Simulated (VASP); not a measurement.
Computed with PBE GGA, VASP's PBE PAW potentials (set 64) (plane waves; VASP).

Input for VASP

**POSCAR**
```
PdC
1
    5.1448990000     0.0000000000     0.0000000000
   -2.5724500000     4.4556130000     0.0000000000
    0.0000000000     0.0000000000     4.1514920000
Pd C
3 3
Direct
  0.5000000000   0.0000000000   0.0000000000
  0.5000000000   0.5000000000   0.0000000000
  0.0000000000   0.5000000000   0.0000000000
  0.0000000000   0.0000000000   0.0000000000
  0.3333330000   0.6666670000   0.5000000000
  0.6666670000   0.3333330000   0.5000000000
```

File KPOINTS:
```
Automatic mesh
0
Gamma
4 4 5
0 0 0
```

INCAR:
```
SYSTEM = PdC
PREC = Accurate; ENCUT = 400; LREAL = .FALSE.
LASPH = .TRUE.
EDIFF = 1E-6; NELM = 100; ALGO = Normal
LMAXMIX = 4
ISMEAR = 0; SIGMA = 0.05
GGA = PE
ISIF = 2
LWAVE = .FALSE.; LCHARG = .FALSE.
```

POTCAR, in this order: Pd C (PBE.64 set). Program: vasp_std.

At this cut-off the stress carries a Pulay error, which pulls relaxed volumes low. Gaps are read on the run's mesh, which can miss a band edge.

Problem. Estimate the energy per atom (σ→0), pressure, band gap (on the k-mesh).

Solution. 
- energy per atom (σ→0) = -4.765 eV/atom
- band gap (on the k-mesh) = none (metal, semimetal or under 0.01 eV)
- pressure = -16.00 GPa

**OSZICAR**
```
...
DAV:   9    -0.286132516261E+02    0.40341E-01   -0.25554E-01   932   0.283E+00    0.128E+00
DAV:  10    -0.285991976331E+02    0.14054E-01   -0.47614E-02   849   0.919E-01    0.789E-01
DAV:  11    -0.285920548218E+02    0.71428E-02   -0.35883E-02   835   0.827E-01    0.116E-01
DAV:  12    -0.285922076136E+02   -0.15279E-03   -0.12326E-03   707   0.214E-01    0.553E-02
DAV:  13    -0.285922582748E+02   -0.50661E-04   -0.23540E-04   933   0.862E-02    0.195E-02
DAV:  14    -0.285922628685E+02   -0.45938E-05   -0.28132E-05   722   0.308E-02    0.658E-03
DAV:  15    -0.285922637241E+02   -0.85551E-06   -0.40061E-06   730   0.102E-02
   1 F= -.28592264E+02 E0= -.28590823E+02  d E =-.288057E-02
```

The structure was generated: PdC was put into an ordered model structure, which need not be its known phase. The cell was not relaxed at this level. The k-mesh is coarse (spacing up to 0.35 per Å, 2π included), so the numbers may not be converged in it. The run is one of a series of settings (KPOINTS 4×4×5 Γ-centred mesh against the base run), some of them coarse on purpose.
